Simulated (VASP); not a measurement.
Write the native input for VASP 6.6.1 that does the following.

| Property | Result |
| --- | --- |
| Task | relaxation of the atoms |
| Functional | LDA |
| Potentials or basis | VASP PAW LDA potentials, release 64 (Ta_pv) |
| Cutoff | 600 eV |
| k mesh | 16 × 16 × 16 |
| Occupations | methfessel-paxton, width 0.1 eV |
| Spin | no spin polarisation |
| Further INCAR settings | ALGO = Normal; EDIFF = 1e-07; IBRION = 2; EDIFFG = -0.01; NSW = 40 |

The structure of Ta lies in POSCAR:

```
Ta                                      
1.0
   -1.6062846862      1.6062846862      1.6062846862
    1.6062846862     -1.6062846862      1.6062846862
    1.6062846862      1.6062846862     -1.6062846862
  Ta            
     1
Direct
     0.0000000000000000    0.0000000000000000    0.0000000000000000
```

The cell isn't the ideal one: a relaxed cell with its volume scaled by 0.96.

The input as run:

INCAR

```
SYSTEM = Ta
PREC = Accurate ; ENCUT = 600
EDIFF = 1E-7 ; ISMEAR = 1
SIGMA = 0.1 ; LREAL = .FALSE.
LASPH = .TRUE. ; NELM = 80
ALGO = Normal ; ISIF = 2
LWAVE = .FALSE. ; LCHARG = .FALSE.
GGA = CA ; IBRION = 2
NSW = 40 ; EDIFFG = -0.01
```

KPOINTS

```
Automatic mesh
0
G
  16 16 16
  0 0 0
```

Potentials or basis: VASP PAW LDA potentials, release 64 (Ta_pv).

Launch:

```sh
$ cat potpaw_LDA.64/Ta_pv/POTCAR > POTCAR
$ mpirun -np 1 vasp_std > vasp.out
```

It gave:

```
Pressure after relaxing : 9.4 GPa
Band gap on the k mesh  : none (metal or under the smearing width)
```

Caveat: the relaxation stopped at its first step, so nothing moved.

It took 6.8 s on 1 thread of Intel(R) Xeon(R) 6975P-C (Granite Rapids), with other jobs on the host, peak memory 0.15 GiB.
